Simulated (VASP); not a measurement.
Given:

```yaml
crystal:
  lattice:
    - [2.92514, 0.00000, 0.00000]
    - [-1.46257, 2.53324, 0.00000]
    - [0.00000, 0.00000, 4.71886]
  atoms:
    - { symbol: Nb, position: [0.00000, 0.00000, 0.00000] }
    - { symbol: H, position: [0.33333, 0.66667, 0.25200] }
    - { symbol: H, position: [0.66667, 0.33333, 0.74800] }
```

These are PBE GGA, VASP's PBE PAW potentials (set 64) (plane waves; VASP) values and carry that method's errors. Numerical set-up: 300 eV cut-off, 13×13×7 Γ-centred mesh, Gaussian smearing of 0.14 eV, potentials Nb_sv H.

At this cut-off the stress carries a Pulay error, which pulls relaxed volumes low.

Question: Estimate the energy per atom (σ→0), pressure, largest force, band gap (on the k-mesh) with the smallest direct gap where there is one.

Answer: 
```yaml
band gap (on the k-mesh): none (metal, semimetal or under 0.01 eV)
energy per atom (σ→0): -5.530 eV/atom
pressure: -8.27 GPa
largest_force: 0.412 eV/Å
```

Total energies compare only between runs with the same potentials, cut-off and functional.

The structure was generated: NbH2 was put into an ordered model structure, which need not be its known phase. The cell was not relaxed at this level. The electron count is odd and the run is not spin-polarised, which forces a metal.
